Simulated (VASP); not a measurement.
Elastic constants (GPa) of a crystal from PBE GGA, VASP's PBE PAW potentials (set 64) (VASP 6.6.1):

```tsv
	xx	yy	zz	yz	xz	xy
xx	926.6	130.6	58.7	0.0	0.0	0.0
yy	130.6	926.6	58.7	0.0	0.0	0.0
zz	58.7	58.7	1015.3	0.0	0.0	0.0
yz	0.0	0.0	0.0	330.4	0.0	0.0
xz	0.0	0.0	0.0	0.0	330.4	0.0
xy	0.0	0.0	0.0	0.0	0.0	398.0
```

Task: Work out the Voigt, Reuss and Hill moduli, Young's modulus and Poisson's ratio.

Result: All eigenvalues are positive (smallest 330.4 GPa), so the crystal is stable. K_V = (C11+C22+C33+2(C12+C13+C23))/9 = (2868.5 + 2×248.0)/9 = 373.8 GPa; G_V = (2868.5 − 248.0 + 3×1058.8)/15 = 386.5 GPa. From the compliances, K_R = 373.8 GPa and G_R = 379.3 GPa. Hill: K = 373.8 GPa, G = 382.9 GPa, E = 9KG/(3K+G) = 856.3 GPa, ν = (3K−2G)/(2(3K+G)) = 0.118. K/G = 0.98, below Pugh's 1.75; universal anisotropy A^U = 0.09.

Task: With a density of 3.45 g/cm³, what are the mean sound speeds?

Result: v_l = √((K+4G/3)/ρ) = 16.01 km/s and v_t = √(G/ρ) = 10.54 km/s. The crystal is BN (wurtzite), hexagonal.

The compound is BN in the wurtzite structure, a metastable high-pressure form. It was relaxed first.
